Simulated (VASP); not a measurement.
SiC:

```
Si C
1.0
     3.07569    0.00000    0.00000
    -1.53785    2.66363    0.00000
     0.00000    0.00000   10.07065
Si C
4 4
Direct
  0.66667 0.33333 0.93784
  0.33333 0.66667 0.43784
  0.00000 0.00000 0.68789
  0.00000 0.00000 0.18789
  0.66667 0.33333 0.74980
  0.33333 0.66667 0.24980
  0.00000 0.00000 0.50046
  0.00000 0.00000 0.00046
```

The cell is a database's computed one.

- Program: VASP 6.6.1
- Task: relaxation of cell and atoms
- Functional: PBE
- Potentials or basis: VASP PAW PBE potentials, release 64 (Si, C)
- Cutoff: 600 eV
- k mesh: 12 × 12 × 3
- Occupations: gaussian, width 0.03 eV
- Spin: no spin polarisation

At the start: pressure 3.7 GPa; volume 10.31 Å³/atom.

Task: How do energy, volume and symmetry change on relaxing?

Result: Over 3 steps the energy falls by 2.0 meV/atom and the volume is 10.49 Å³/atom (+1.7 %); space group P6_3mc (No. 186, to 0.05 Å).

Step by step:
```tsv
step	energy change (eV)	largest force (eV/Å)	pressure (GPa)	volume (Å³)
1	0.0000	0.0055	3.72	82.50
2	0.0009	0.0173	-3.60	85.40
3	-0.0161	0.0065	0.00	83.91
```

Final structure:
```
Si C
1.0
     3.09331    0.00000    0.00000
    -1.54666    2.67889    0.00000
     0.00000    0.00000   10.12634
Si C
4 4
Direct
  0.66667 0.33333 0.93783
  0.33333 0.66667 0.43783
  0.00000 0.00000 0.68790
  0.00000 0.00000 0.18790
  0.66667 0.33333 0.74982
  0.33333 0.66667 0.24982
  0.00000 0.00000 0.50045
  0.00000 0.00000 0.00045
```
